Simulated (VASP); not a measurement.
Output of a VASP run:

File OSZICAR:
```
...
DAV:   5    -0.123513305364E+02    0.24795E-05   -0.13800E-06   792   0.380E-02    0.105E-02
DAV:   6    -0.123513308711E+02   -0.33472E-06   -0.44088E-06   960   0.194E-02
   4 F= -.55709513E+00 E0= -.55709513E+00  d E =-.127088E+00
       N       E                     dE             d eps       ncg     rms          rms(c)
DAV:   1    -0.123513610882E+02   -0.30552E-04   -0.33693E-02  1068   0.137E+00    0.154E-01
DAV:   2    -0.123509945802E+02    0.36651E-03   -0.11449E-03  1446   0.492E-01    0.902E-02
DAV:   3    -0.123508227825E+02    0.17180E-03   -0.25329E-04  1232   0.188E-01    0.301E-02
DAV:   4    -0.123508148548E+02    0.79277E-05   -0.83530E-05  1182   0.813E-02    0.148E-02
DAV:   5    -0.123508149285E+02   -0.73677E-07   -0.84976E-06  1152   0.317E-02
   5 F= -.55743677E+00 E0= -.55743677E+00  d E =-.341646E-03
       N       E                     dE             d eps       ncg     rms          rms(c)
DAV:   1    -0.123536843509E+02   -0.28695E-02   -0.30312E-01  1068   0.410E+00    0.461E-01
DAV:   2    -0.123503868585E+02    0.32975E-02   -0.10227E-02  1460   0.148E+00    0.271E-01
DAV:   3    -0.123488543294E+02    0.15325E-02   -0.22784E-03  1238   0.559E-01    0.913E-02
DAV:   4    -0.123487809886E+02    0.73341E-04   -0.75126E-04  1176   0.243E-01    0.446E-02
DAV:   5    -0.123487813166E+02   -0.32795E-06   -0.78772E-05  1218   0.988E-02    0.261E-02
DAV:   6    -0.123487806846E+02    0.63201E-06   -0.93803E-06  1440   0.641E-02
   6 F= -.55812614E+00 E0= -.55812614E+00  d E =-.103102E-02
       N       E                     dE             d eps       ncg     rms          rms(c)
DAV:   1    -0.123484338071E+02    0.34751E-03   -0.40578E-02  1068   0.150E+00    0.168E-01
DAV:   2    -0.123479921826E+02    0.44162E-03   -0.13720E-03  1454   0.543E-01    0.997E-02
DAV:   3    -0.123477887688E+02    0.20341E-03   -0.30689E-04  1220   0.204E-01    0.339E-02
DAV:   4    -0.123477785489E+02    0.10220E-04   -0.99909E-05  1194   0.889E-02    0.163E-02
DAV:   5    -0.123477785685E+02   -0.19576E-07   -0.10630E-05  1158   0.362E-02    0.950E-03
DAV:   6    -0.123477784828E+02    0.85675E-07   -0.10117E-06   546   0.236E-02
   7 F= -.55817895E+00 E0= -.55817895E+00  d E =-.108382E-02
       N       E                     dE             d eps       ncg     rms          rms(c)
DAV:   1    -0.123380454413E+02    0.97331E-02   -0.94314E-02  1140   0.250E+00    0.186E-01
DAV:   2    -0.123380552810E+02   -0.98397E-05   -0.35845E-03  1432   0.936E-01    0.663E-02
DAV:   3    -0.123380498074E+02    0.54737E-05   -0.21261E-04  1194   0.127E-01    0.452E-02
DAV:   4    -0.123380377448E+02    0.12063E-04   -0.22871E-05  1184   0.311E-02    0.175E-02
DAV:   5    -0.123380372952E+02    0.44956E-06   -0.38591E-06  1012   0.329E-02
   8 F= -.55814554E+00 E0= -.55814554E+00  d E =0.334076E-04
       N       E                     dE             d eps       ncg     rms          rms(c)
DAV:   1    -0.123434108261E+02   -0.53731E-02   -0.27754E-02  1140   0.136E+00    0.965E-02
DAV:   2    -0.123434165458E+02   -0.57197E-05   -0.10489E-03  1432   0.504E-01    0.368E-02
DAV:   3    -0.123434128598E+02    0.36861E-05   -0.59326E-05  1188   0.674E-02    0.259E-02
DAV:   4    -0.123434079402E+02    0.49195E-05   -0.78049E-06  1172   0.173E-02    0.949E-03
DAV:   5    -0.123434073202E+02    0.62005E-06   -0.11637E-06   752   0.164E-02
   9 F= -.55825729E+00 E0= -.55825729E+00  d E =-.783430E-04
```

### OUTCAR
```
------------------------ aborting loop because EDIFF is reached ----------------------------------------
  FORCE on cell =-STRESS in cart. coord.  units (eV):
  Direction    XX          YY          ZZ          XY          YZ          ZX
  --------------------------------------------------------------------------------------
  Total       11.7985069     11.7985049     11.7939520      0.0000000      0.0000000      0.0000000
  in kB      300.3400081    300.3399574    300.2240600      0.0000000      0.0000000      0.0000000
  external PRESSURE =       0.3013419 kB  Pullay stress =     300.0000000 kB
  volume of cell :       62.94
      direct lattice vectors                 reciprocal lattice vectors
     1.758829679 -3.046382109 -0.000000000     0.284279942 -0.164129115  0.000000000
     1.758829679  3.046382109  0.000000000     0.284279942  0.164129115  0.000000000
     0.000000000  0.000000000  5.873355468     0.000000000 -0.000000000  0.170260425
  FREE ENERGIE OF THE ION-ELECTRON SYSTEM (eV)
  ---------------------------------------------------
  free  energy   TOTEN  =       -12.3434073202 eV

  energy  without entropy=      -12.3434073202  energy(sigma->0) =      -12.34340732
  enthalpy is  TOTEN    =        -0.5582572889 eV   P V=       11.7851500313

 reached required accuracy - stopping structural energy minimisation
```
(Selected blocks of OUTCAR.)

### POSCAR
```
ZnS
1
    1.8004231008    -3.1184241939     0.0000000000
    1.8004231008     3.1184241939     0.0000000000
    0.0000000000     0.0000000000     5.9554322077
Zn S
2 2
Direct
  0.6666670000   0.3333330000   0.5017574145
  0.3333330000   0.6666670000   0.0017574145
  0.6666670000   0.3333330000   0.8732425855
  0.3333330000   0.6666670000   0.3732425855
```

Reconstruct the remaining input files.

This is not unique; one that fits is the input of the run itself, PBE GGA, plane waves, VASP's PBE PAW potentials (set 64).

**KPOINTS**
```
Regular mesh
0
gamma
7 7 4
0 0 0
```

### INCAR
```
! general
SYSTEM =ZnS
PREC   =Accurate
ENCUT  =500
LREAL  =.FALSE.
LASPH  =.TRUE.

! electronic loop
EDIFF  =1E-6
NELM   =100
ALGO   =Normal
LMAXMIX=4

! smearing
ISMEAR =0
SIGMA  =0.05

! functional
GGA    =PE

! ions
IBRION =2
NSW    =40
ISIF   =3
EDIFFG =-0.02
PSTRESS=300

! output
LWAVE  =.FALSE.
LCHARG =.FALSE.
```

POTCAR, in this order: Zn S (PBE.64 set). Program: vasp_std.

Energy and stress use the plane-wave basis of the starting cell.

The compound is ZnS in the wurtzite structure, the high-temperature form. This run relaxes it under an external pressure of 30 GPa. Symmetry was kept, so distortions that lower it aren't found.
